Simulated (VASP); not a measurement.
An input for Quantum ESPRESSO's pw.x (written as the equivalent of a VASP run, and not itself run):

```
&CONTROL
  calculation = 'scf'
  pseudo_dir = './pseudo'
  outdir = './out'
  tprnfor = .true.
  tstress = .true.
/
&SYSTEM
  ibrav = 0
  nat = 4
  ntyp = 2
  ecutwfc = 80
  occupations = 'smearing'
  smearing = 'gaussian'
  degauss = 0.009996
  input_dft = 'pbe'
/
&ELECTRONS
  conv_thr = 7.3e-08
  electron_maxstep = 100
/
ATOMIC_SPECIES
  Os 190.230 Os.upf
  Mo 95.950 Mo.upf
CELL_PARAMETERS angstrom
     3.7857840    0.0000000    0.0000000
     0.0000000    3.7857840    0.0000000
     0.0000000    0.0000000    3.7857840
ATOMIC_POSITIONS crystal
  Os   0.0000000  0.5000000  0.5000000
  Os   0.5000000  0.5000000  0.0000000
  Os   0.5000000  0.0000000  0.5000000
  Mo   0.0000000  0.0000000  0.0000000
K_POINTS automatic
  7 7 7 0 0 0
```

### Question
Write the VASP files for the same calculation (PBE).

### Answer
One answer among several that fit: 
### POSCAR
```
MoOs3
7.5715680
  0.5000000000   0.0000000000   0.0000000000
  0.0000000000   0.5000000000   0.0000000000
  0.0000000000   0.0000000000   0.5000000000
Os Mo
3 1
Cartesian
  0.0000000000   0.2500000000   0.2500000000
  0.2500000000   0.2500000000   0.0000000000
  0.2500000000   0.0000000000   0.2500000000
  0.0000000000   0.0000000000   0.0000000000
```

**KPOINTS**
```
Automatic mesh
0
Gamma
7 7 7
0 0 0
```

**INCAR**
```
SYSTEM = MoOs3
PREC = Accurate
ENCUT = 300
EDIFF = 1E-6
NELM = 100
ALGO = Normal
LREAL = .FALSE.
LASPH = .TRUE.
ISMEAR = 0
SIGMA = 0.136
GGA = PE
LMAXMIX = 6
LWAVE = .FALSE.
LCHARG = .FALSE.
ISIF = 2
```

POTCAR, in this order: Os Mo_sv (PBE.64 set). Program: vasp_std.

The two are equivalent in intent, not identical: the potentials are each code's own (VASP's PAW set, PseudoDojo norm-conserving files in pw.x), so ENCUT and ecutwfc are chosen apart and not converted; conv_thr bounds pw.x's estimated SCF error, while EDIFF bounds the energy change between steps.

The structure was generated: MoOs3 was put into an ordered model structure, which need not be its known phase. The cell was not relaxed at this level, and its volume differs by -5.9 % from the start's.
